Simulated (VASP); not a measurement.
These are vdW-DF2, VASP's PBE PAW potentials (set 64) (plane waves; VASP 6.6.1) values and carry that method's errors.

Input for VASP

### INCAR
```
AGGAC  =  0.0
ALGO  =  Normal
EDIFF  =  1E-7
ENCUT  =  520
GGA  =  ML
ISIF  =  2
ISMEAR  =  0
LASPH  =  T
LCHARG  =  F
LMAXMIX  =  4
LREAL  =  F
LUSE_VDW  =  T
LWAVE  =  F
NELM  =  100
PREC  =  Accurate
SIGMA  =  0.05
SYSTEM  =  NaI
ZAB_VDW  =  -1.8867
```

File POSCAR:
```
NaI
3.3169770
  0.0000000000   1.0000000456   1.0000000456
  1.0000000456   0.0000000000   1.0000000456
  1.0000000456   1.0000000456   0.0000000000
Na I
1 1
Direct
  0.0000000000   0.0000000000   0.0000000000
  0.5000000000   0.5000000000   0.5000000000
```

### KPOINTS
```
K-points
0
Gamma
  7 7 7
0 0 0
```

POTCAR, in this order: Na_pv I (PBE.64 set). Program: vasp_std.

Q: What will the output report for the number of irreducible k-points (NKPTS), largest plane-wave count, number of space-group operations, FFT grid (NGX, NGY, NGZ)?

A: 
```
Property                                      Result
--------------------------------------  ------------
number of irreducible k-points (NKPTS)            20
largest plane-wave count                        1989
number of space-group operations                  48
FFT grid (NGX, NGY, NGZ)                36 × 36 × 36
```

The compound is NaI in the rock salt structure. This cell is one point of a volume scan, at 1.03 of the reference volume.
